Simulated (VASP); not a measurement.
```yaml
crystal:
  lattice:
    - [1.36805, -2.36954, 0.00000]
    - [1.36805, 2.36954, 0.00000]
    - [0.00000, 0.00000, 4.37857]
  atoms:
    - { symbol: Tc, position: [0.33333, 0.66667, 0.25000] }
    - { symbol: Tc, position: [0.66667, 0.33333, 0.75000] }
```

Level of theory: optB86b-vdW, VASP's PBE PAW potentials (set 64) (plane waves; VASP 6.6.1). Settings: 520 eV cut-off, 17×17×9 Γ-centred mesh, tetrahedra with Blöchl corrections, potentials Tc_pv.

Task: What does the run give for the energy per atom (σ→0), band gap (on the k-mesh) with the smallest direct gap where there is one?

Result: 
```json
{
  "band gap (on the k-mesh)": "none (metal, semimetal or under 0.01 eV)",
  "energy per atom (σ→0)": "-7.680 eV/atom"
}
```

Only differences to runs with the same potentials and settings are physical.

The compound is Tc in the hcp structure. It was relaxed first.
